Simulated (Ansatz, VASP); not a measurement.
# CuAs3 in two plane-wave programs, part 2 of 2

Aim: how closely do two programs agree when they are given the same cell, functional and k mesh? The cell is generated by rule, not measured, and may not be a known phase. The cell is taken from a series of runs on this material, whose earlier steps may have relaxed, scaled, displaced or heated it; both programs get it as it stands.

VASP 6.6.1 and Ansatz 0.2.0.

So far: The starting structure; VASP: relaxation of cell and atoms, PBEsol.

The structure was built from a prototype and need not be the compound's stable phase.

### Step 3. Ansatz: relaxation of cell and atoms, PBEsol

Level of this step: Ansatz beside VASP: Kohn-Sham DFT, plane waves, PBEsol (Ansatz).

Ansatz runs on its default PAW (the set named soft_2) files.

The same cell, functional, mesh and smearing now go to Ansatz, which takes its cutoff from its data sets.

The input, input.yaml:

```yaml
crystal:
  lattice:
    - [-2.5894909673, 2.5894909673, 2.5894909673]
    - [2.5894909673, -2.5894909673, 2.5894909673]
    - [5.1789819346, 5.1789819346, 0.0]
  atoms:
    - { symbol: As, position: [0.7577235257, 0.2577235257, 0.25] }
    - { symbol: As, position: [0.2422764743, 0.7422764743, 0.75] }
    - { symbol: As, position: [0.2422764743, 0.7422764743, 0.25] }
    - { symbol: As, position: [0.7577235257, 0.2577235257, 0.75] }
    - { symbol: As, position: [0.5, 0.5, 0.0] }
    - { symbol: As, position: [0.0, 0.0, 0.5] }
    - { symbol: Cu, position: [0.5, 0.5, 0.5] }
    - { symbol: Cu, position: [0.0, 0.0, 0.0] }
kpoints:
  mp_grid: { grid: [8, 8, 4] }
hamiltonian:
  xc: pbesol
scf:
  occupations: { method: methfessel_paxton, width: 0.15 }
output:
  forces: true
  stress: true
  eigenvalues: true
relax:
  adjacent_minimum: "off"
  f_tol: 0.002
  max_steps: 120
  cell: { stress_tol: 0.03 }
```

Run with:

```console
$ ansatz run input.yaml --threads 8 --pin off --max-ram 14336MiB --backend cpu --events-out ev --progress --plain --runs-dir out
```

Numbers of over 12 decimals in the logs are rounded to 6 here.

The log of the run:

```text
Engine: ansatz 0.2.0, aarch64-unknown-linux-gnu
Pseudopotentials: kind: paw
Pseudopotential: As, paw, valence charge 15, recommended cutoff 420 eV (normal), As.paw.azcp
Pseudopotential: Cu, paw, valence charge 19, recommended cutoff 420 eV (normal), Cu.paw.azcp
Functional definition: PBEsol
  exchange = pbesol_x
  correlation = pbesol_c
Crystal: 8 atoms, lattice volume = 138.910 Å³
Basis set: ecut = 420 eV, 2761 PW (Γ), exchange–correlation on 60×60×100 points (8 copies of the dense FFT grid, shifted against one another)
Bands: 77, of which v1, the nominal top of the filled ones, is band 64 counted from 1 (63 counted from 0)
Symmetry: 8 space group operations
Space group: Cccm (ITA 66), of the structure as read, at distance tolerance 5.2e-5 Å
k-points: 63 of 256
Non-local potential: As, projectors of the file, l = 0: 2, l = 1: 2, l = 2: 3, l = 3: 1
Non-local potential: Cu, projectors of the file, l = 0: 3, l = 1: 2, l = 2: 3, l = 3: 1
PAW form: soft (Blöchl's): semilocal exchange-correlation on the pseudo side does not see the compensation charge
PAW frozen core: As, regenerated for the run's functional, and the local potential with it (the file was generated under x = pbe(κ = 0.804, μ = 0.219515), c = pbe(β = 0.066725))
PAW frozen core: Cu, regenerated for the run's functional, and the local potential with it (the file was generated under x = pbe(κ = 0.804, μ = 0.219515), c = pbe(β = 0.066725))
PAW one-centre angular grid: As, 590 points (default); XC on 64 Gauss nodes
PAW one-centre angular grid: Cu, 590 points (default); XC on 64 Gauss nodes
Initial density: superposition of atomic densities (neutral atoms: chi_scale 0, normalization atom), corrected by the library's trained network
Initial wavefunctions: pseudopotential atomic-orbital guess
Functional: x = pbesol(κ = 0.804, μ = 0.123457), c = pbesol(β = 0.046)
SCF iter   1: F=—  HF=-42054.489035 eV  |F-HF|=—  |Δ(HF+E_count)|=         —  Δρ=6.58e-3  dr2=3.39e-2  ethr=1.77e-3  ⟨swp⟩=5.1  Hψ=15469  notcnv=0  defer=23
preconditioner: auto → Kerker (q_TF=auto, 2.691 Å⁻¹)  [metal: Δε(μ)=0.051 eV  Ē_g=9.132 eV  σ=0.150 eV  W_gap=0.28  n_scr=42 (ndim 8)  ℏωp=22.7 eV  f_vac=0.000  D(μ)=3.44/eV (n_scr^D=22)]
SCF iter   2: F=—  HF=-42054.482546 eV  |F-HF|=—  |Δ(HF+E_count)|=   6.49e-3  S|Δr|=    0.00e0  Δρ=1.25e-3  dr2=1.97e-3  ethr=2.65e-5  ⟨swp⟩=2.9  Hψ=10132  notcnv=0  defer=26
SCF iter   3: F=—  HF=-42054.482369 eV  |F-HF|=—  |Δ(HF+E_count)|=   1.77e-4  S|Δr|=    0.00e0  Δρ=9.90e-4  dr2=1.20e-3  ethr=1.54e-6  ⟨swp⟩=2.0  Hψ=4849  notcnv=0  defer=26
SCF iter   4: F=—  HF=-42054.482196 eV  |F-HF|=—  |Δ(HF+E_count)|=   1.74e-4  S|Δr|=    0.00e0  Δρ=1.79e-4  dr2=4.41e-5  ethr=9.36e-7  ⟨swp⟩=2.0  Hψ=6076  notcnv=0  defer=26
SCF iter   5: F=—  HF=-42054.482190 eV  |F-HF|=—  |Δ(HF+E_count)|=   5.43e-6  S|Δr|=    0.00e0  Δρ=9.09e-5  dr2=1.26e-5  ethr=3.44e-8  ⟨swp⟩=2.0  Hψ=8029  notcnv=0  defer=26
SCF iter   6: F=—  HF=-42054.482190 eV  |F-HF|=—  |Δ(HF+E_count)|=   3.83e-7  S|Δr|=    0.00e0  Δρ=3.78e-5  dr2=1.91e-6  ethr=9.83e-9  ⟨swp⟩=2.0  Hψ=7976  notcnv=0  defer=26
SCF iter   7: F=—  HF=-42054.482189 eV  |F-HF|=—  |Δ(HF+E_count)|=   8.08e-7  S|Δr|=    0.00e0  Δρ=9.73e-6  dr2=1.75e-7  ethr=1.49e-9  ⟨swp⟩=2.0  Hψ=8438  notcnv=0  defer=26
SCF iter   8: F=-42054.482189 eV  HF=-42054.482189 eV  |F-HF|=1.96e-9  |Δ(HF+E_count)|=   5.08e-8  S|Δr|=    0.00e0  Δρ=1.97e-6  dr2=6.93e-9  ethr=7.81e-11  ⟨swp⟩=8.3  Hψ=21141  notcnv=0
SCF 1 converged in 8 iterations: F = -42054.482189 eV  dr2 = 6.93e-9
  greatest PAW one-centre occupation: 1.000 electrons in one spin orbital (limit 2), on the Cu atom at site 7 (counted from 0), in its partial waves of l = 0
relax step   1: F+E_penalty+E_count = -42054.48218891 eV  Δ(F+E_penalty+E_count) = +0.000e0 eV  max|allowed force component| = 1.880e-2 eV/Å  Δτ_max = 0.0000 Å  P = +0.107 GPa  Ω = 138.910 Å³  (8 SCF iters, dr2 threshold 1.00e-7 eV, accepted)
[...]
relax step   3: F+E_penalty+E_count = -42054.48271172 eV  Δ(F+E_penalty+E_count) = -2.301e-4 eV  max|allowed force component| = 3.360e-4 eV/Å  Δτ_max = 0.0052 Å  P = +0.015 GPa  Ω = 139.133 Å³  energy of the carried Pulay correction = -5.526e-5 eV  (6 SCF iters, dr2 threshold 2.37e-8 eV, accepted)
[...]
relax step   4: F+E_penalty+E_count = -42054.48275638 eV  Δ(F+E_penalty+E_count) = -4.467e-5 eV  max|allowed force component| = 3.302e-4 eV/Å  Δτ_max = 0.0000 Å  P = +0.016 GPa  Ω = 139.133 Å³  stress off target by 2.70e-2 GPa  SCF on the basis re-selected at this cell (its energy is not comparable with the rows above)  (6 SCF iters)
basis re-selected at this cell: Δ(F+E_penalty+E_count) = -4.467e-5 eV, ΔP = +0.000 GPa vs the last step (what re-selecting the basis moved, of the pressure what is left beyond the Pulay correction that the steps carried, after the strain that the cell walked since its last selection, with what the two solves' SCF thresholds leave and, on support functions, any second-order correction that the steps lacked; it is no m [...]
SCF converged after 6 iterations
Stability not checked: this state was not tested for a lower state beside it, because cold or Methfessel-Paxton smearing, or corrected tetrahedra, fill the levels in a way that the test cannot read (fill_not_monotonic; see scf.lower_state_search)
Free energy (F): -42054.482756 eV
Harris-Foulkes:  -42054.482756 eV  (|F-HF|=1.46e-11)
Internal energy: -42054.485654 eV  (E = F + TS)
E sigma→0 (E₀):  -42054.483481 eV
Entropy (-TS):   0.002898 eV (0.362 meV/atom)
Fermi energy:    12.625314 eV
--- Per-component energies (eV) ---
  E_band       = -2073.994794
  E_kinetic    = 1219.909184
  E_local      = -18460.699152  (includes V_loc(G=0)·N_el)
  E_nonlocal   = -3222.048513
  E_hartree    = 9306.950442
  E_xc         = -651.527369
  E_vxc        = -707.941497  (∫ρ·V_xc dr)
  E_paw        = -14013.069119  (= ΣΔE_a)
  E_vpaw       = 482.883534  (= ΣTr[D̂ρ^β])
  E_aug_tail   = 0.000616  (compensation charges beyond the density's cutoff)
  E_ewald      = -16240.212719
  E_core_change = 6.210976  (= ΣΔE_core)
  E_smearing   = 0.002898  (= −TS)
  E_closure    = -0.000000  (closes the sum)
  Σ components = -42054.482756   (vs F -42054.482756, Δ=0.00e0)
--- Forces (eV/Å), atoms counted from 1 ---
  atom   1  As     0.00000000    -0.00000000     0.00033018
  atom   2  As     0.00000000    -0.00000000    -0.00033018
  atom   3  As    -0.00000000     0.00000000    -0.00033018
  atom   4  As     0.00000000     0.00000000     0.00033018
  atom   5  As     0.00000000     0.00000000     0.00000000
  atom   6  As     0.00000000     0.00000000     0.00000000
  atom   7  Cu     0.00000000     0.00000000     0.00000000
  atom   8  Cu     0.00000000     0.00000000    -0.00000000
  max |Σ_I F_I| component: 4.34e-19 eV/Å
--- Stress (GPa, compression-positive) ---
        0.025116       0.001873       0.000000
        0.001873       0.025116       0.000000
       -0.000000       0.000000      -0.003691
  P = ⅓ Tr σ = 0.0155 GPa (0.155 kbar)
--- Band table (eV; the first three rows and the last of 63) ---
  k-point 0: bands = [... 60 lower, 10.7915, 10.8108, 10.8292, 11.9906, 12.6282, 12.8335, 13.5405, 14.0493, ... 9 higher]
  k-point 1: bands = [... 60 lower, 10.4858, 10.6304, 10.8598, 11.5386, 11.8339, 13.9432, 14.3284, 14.6475, ... 9 higher]
  k-point 2: bands = [... 60 lower, 10.3547, 10.3547, 10.8005, 10.8005, 12.8024, 12.8024, 15.5880, 15.5880, ... 9 higher]
  k-point 62: bands = [... 60 lower, 10.6545, 10.6545, 11.5503, 11.5503, 13.7015, 13.7015, 17.0996, 17.0996, ... 9 higher]
--- Relaxed structure (3 steps of the walk, 3 accepted, 1 SCFs on fresh bases) ---
  F+E_penalty+E_count = -42054.48275638 eV   max|allowed force component| = 3.302e-4 eV/Å   (the final SCF, on the basis selected at the relaxed cell)
  cell:  # Å, volume = 139.1327 Å³
    - [-2.586329, 2.586329, 2.595468]
    - [2.586329, -2.586329, 2.595468]
    - [5.181671, 5.181671, 0.0]
  atoms:
    - { symbol: As, position: [0.759030, 0.259030, 0.25] }
    - { symbol: As, position: [0.240970, 0.740970, 0.750000] }
    - { symbol: As, position: [0.240970, 0.740970, 0.25] }
    - { symbol: As, position: [0.759030, 0.259030, 0.750000] }
    - { symbol: As, position: [0.500000, 0.500000, 0] }
    - { symbol: As, position: [0, 0, 0.5] }
    - { symbol: Cu, position: [0.500000, 0.500000, 0.5] }
    - { symbol: Cu, position: [0, 0, 0] }
```

Reading the cycles: dr2 is the Hartree energy of the density residual (eV), the measure of convergence; HF is the Harris–Foulkes estimate of the energy, which meets the free energy F at convergence.

### Step 4. Differences

Known differences besides the potentials themselves: the data sets hold 128 valence electrons in Ansatz (on its default PAW (the set named soft_2) files) and 52 in VASP; the cutoff is 420 eV in Ansatz and 600 eV in VASP; Ansatz makes its cores anew for this functional, VASP keeps those of its PBE data sets; Ansatz adds a Pulay correction to the stress that steers its cell, VASP none. Total energies have different zeros and are not compared.

Compared:

```
                                         quantity  Ansatz    VASP  difference
                                      volume (Å³)  139.13  139.80     -0.47 %
edge a after relaxation, in the typed setting (Å)   4.485   4.494     -0.20 %
edge c after relaxation, in the typed setting (Å)   7.328   7.336     -0.11 %
```

### Step 5. Results

* difference in volume (relaxation of cell and atoms, PBEsol): -0.47 %

The difference in volume is -0.47 % (relaxation of cell and atoms, PBEsol), within the 1.2 % picked in this series as the mark of a large difference, as far as the stopping tolerances let one tell. The data sets hold unlike numbers of valence electrons (128 in Ansatz and 52 in VASP), so part of the differences comes from the potentials. 1 further run of this series is not shown here. Such differences can come from data sets, numerical settings and the points named under the comparisons, not from the functional's error against experiment.

[Lines on the potential files, build, host, timing and source positions are cut from VASP's logs without a mark.]

[Logs are printed without paths, hosts, clocks, repeated set-up lines and the standing remarks that a program may print on its own settings, such as how far it seeks lower states.]

[Hosts, paths, dates, database ids (printed as entryN), source tags and the programs' standing remarks are cut or masked in the printed files.]
